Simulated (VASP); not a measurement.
```
MgH2
1.0
    4.47669     0.00000     0.00000
    0.00000     4.47669     0.00000
    0.00000     0.00000     2.99254
Mg H
2 4
Direct
  0.50411   0.48856   0.47745
  0.01174   0.01331   0.00468
  0.68590   0.68240   0.99716
  0.29545   0.31195   0.01385
  0.80524   0.20249   0.49458
  0.19756   0.80128   0.51228
```

The numbers are results of PBE0 hybrid, VASP's PBE PAW potentials (set 64) (plane waves; VASP), not measurements. Settings: 300 eV cut-off, 5×5×7 Γ-centred mesh, Gaussian smearing of 0.010 eV, potentials Mg H.

Predict the energy per atom (σ→0), largest force.

```json
{
 "energy per atom (σ→0)": "-3.431 eV/atom",
 "largest_force": "0.666 eV/Å"
}
```

Total energies compare only between runs with the same potentials, cut-off and functional.

The structure comes from a computed database's MgH2 entry; how it stands against other phases isn't given here. The cell was not relaxed at this level, atoms are displaced from their ideal sites.
